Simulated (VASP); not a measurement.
InSb3:

```
Sb In
1.0
     4.80637    0.00000    0.00000
     0.00000    4.80637    0.00000
     0.00000    0.00000    4.80637
Sb In
3 1
Direct
  0.50000 0.50000 0.00000
  0.00000 0.50000 0.50000
  0.50000 0.00000 0.50000
  0.00000 0.00000 0.00000
```

The cell comes from a database or a generator and needn't be the stable form of this composition.

| Item | Value |
| --- | --- |
| Program | VASP 6.6.1 |
| Task | single point |
| Functional | PBEsol |
| Potentials or basis | VASP PAW PBE potentials, release 64 (Sb, In_d) |
| Cutoff | 520 eV |
| k mesh | 6 × 6 × 6 |
| Occupations | fermi-dirac, width 0.05 eV |
| Spin | no spin polarisation |

On this cell: pressure -2.7 GPa; largest force zero by symmetry; band gap on the k mesh none (metal or under the smearing width).

The same run follows on a disturbed copy (atoms moved at random, drawn with an rms of 0.05 Å):

```
Sb In
1.0
     4.80637    0.00000    0.00000
     0.00000    4.80637    0.00000
     0.00000    0.00000    4.80637
Sb In
3 1
Direct
  0.51050 0.48869 0.99375
  0.00030 0.50846 0.50419
  0.50096 0.99871 0.50049
  0.99574 0.99724 0.00411
```

Question: What does the disturbed cell give?

Answer: The energy (extrapolated to zero smearing) moves by -0.1 meV/atom; pressure -2.6 GPa; largest force 0.079 eV/Å; band gap on the k mesh none (metal or under the smearing width).

Forces in eV/Å, atoms in the order of the input:
```
Sb  -0.038 -0.030 -0.019
Sb   0.024  0.019  0.006
Sb  -0.063  0.004 -0.005
In   0.077  0.007  0.018
```

Caveats: the PAW data sets were made with another functional, which shifts forces and pressure a little.
